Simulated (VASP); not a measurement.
```
BaTe
1.0
    0.00000     3.48464     3.48464
    3.48464     0.00000     3.48464
    3.48464     3.48464     0.00000
Ba Te
1 1
Direct
  0.00000   0.00000   0.00000
  0.50000   0.50000   0.50000
```

Method: PBEsol GGA, VASP's PBE PAW potentials (set 64) (plane waves; VASP 6.6.1). Settings: PREC = Normal, EDIFF = 1E-5, 400 eV cut-off, 7×7×7 Γ-centred mesh, Gaussian smearing of 0.050 eV, potentials Ba_sv Te.

**Question.** Predict the energy per atom (σ→0).

**Answer.** 
| Property | Value |
|---|---|
| energy per atom (σ→0) | -4.596 eV/atom |

Only differences to runs with the same potentials and settings are physical.

The compound is BaTe in the rock salt structure. It was relaxed first.
